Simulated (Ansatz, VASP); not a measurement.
# ScF3: VASP beside Ansatz

INCAR

```
ALGO     = Normal         # electronic algorithm
EDIFF    = 1E-6           # SCF threshold, eV
ENCUT    = 520            # plane-wave cutoff, eV
GGA      = CA             # functional
ISIF     = 2              # what is computed and relaxed
ISMEAR   = 0              # smearing method
LASPH    = True           # aspherical terms in the spheres
LCHARG   = False          # write CHGCAR
LREAL    = False          # projectors in reciprocal space
LWAVE    = False          # write WAVECAR
NBANDS   = 24             # bands
NELM     = 60             # most SCF steps
PREC     = Accurate       # precision mode
SIGMA    = 0.05           # smearing width, eV
```

The input KPOINTS:

```
k-points
0
Gamma
  6 6 6
```

POSCAR

```
ScF3
1.0
    4.0124500000      0.0000000000      0.0000000000
    0.0000000000      4.0124500000      0.0000000000
    0.0000000000      0.0000000000      4.3334460000
Sc F
1 3
Direct
    0.0000000000      0.0000000000      0.0000000000
    0.5000000000      0.0000000000      0.0000000000
    0.0000000000      0.5000000000      0.0000000000
    0.0000000000      0.0000000000      0.5000000000
```

Input for Ansatz:

```yaml
crystal:
  lattice:
    - [4.01245, 0.0, 0.0]
    - [0.0, 4.01245, 0.0]
    - [0.0, 0.0, 4.333446]
  atoms:
    - { symbol: Sc, position: [0.0, 0.0, 0.0] }
    - { symbol: F, position: [0.5, 0.0, 0.0] }
    - { symbol: F, position: [0.0, 0.5, 0.0] }
    - { symbol: F, position: [0.0, 0.0, 0.5] }
basis:
  ecutwfc: 420
kpoints:
  mp_grid: { grid: [6, 6, 6] }
hamiltonian:
  xc: lda
scf:
  occupations: { method: gaussian, width: 0.05 }
output:
  forces: true
  stress: true
  eigenvalues: true
```

Change from the starting cell: strain +0.000 along x and y, +0.080 along z, atoms carried along.

Alike in both runs: task single point; functional LDA; k mesh 6 × 6 × 6; occupations gaussian, width 0.05 eV; no spin polarisation.

```csv
,VASP,Ansatz
version,VASP 6.6.1,Ansatz 0.2.0
potentials or method,"VASP PAW LDA potentials, release 64 (Sc_sv, F)","scalar-relativistic, plane waves, PAW"
plane-wave cutoff (eV),520,420
valence electrons in the cell,32,32
```

```tsv
	VASP	Ansatz	Ansatz less VASP
gap on the k mesh at the Fermi level (eV)	5.52	5.54	+0.021
least direct gap on the mesh (eV)	5.70	5.72	+0.021
pressure (GPa)	-7.5	-8.0	-0.50
largest component of the traceless stress (GPa)	8.43	8.17	-0.260
```

A k mesh can miss the band edges.
